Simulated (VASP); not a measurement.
Input:

```
Pb
1.0
    0.00000     2.46961     2.46961
    2.46961     0.00000     2.46961
    2.46961     2.46961     0.00000
Pb
1
Cartesian
  0.00000   0.00000   0.00000
```

Computed with AM05 GGA, VASP's PBE PAW potentials (set 64) (plane waves; VASP). Settings: 520 eV cut-off, Gaussian smearing of 0.050 eV, potentials Pb_d.

Task: Give the energies of bands 6 to 9 at the high-symmetry points, in eV from the Fermi level.

Result: 
| band | Γ | X | U | L | W |
|---|---|---|---|---|---|
| 6 | -11.87 | -6.78 | -6.86 | -8.20 | -6.67 |
| 7 | 7.43 | -3.36 | -2.36 | -4.31 | -1.44 |
| 8 | 7.43 | 2.01 | -1.31 | 5.58 | -1.44 |
| 9 | 7.43 | 2.01 | 2.95 | 5.58 | 0.18 |

It has no gap at this level: it comes out as a metal or semimetal.

The compound is Pb in the fcc structure. It was relaxed first.
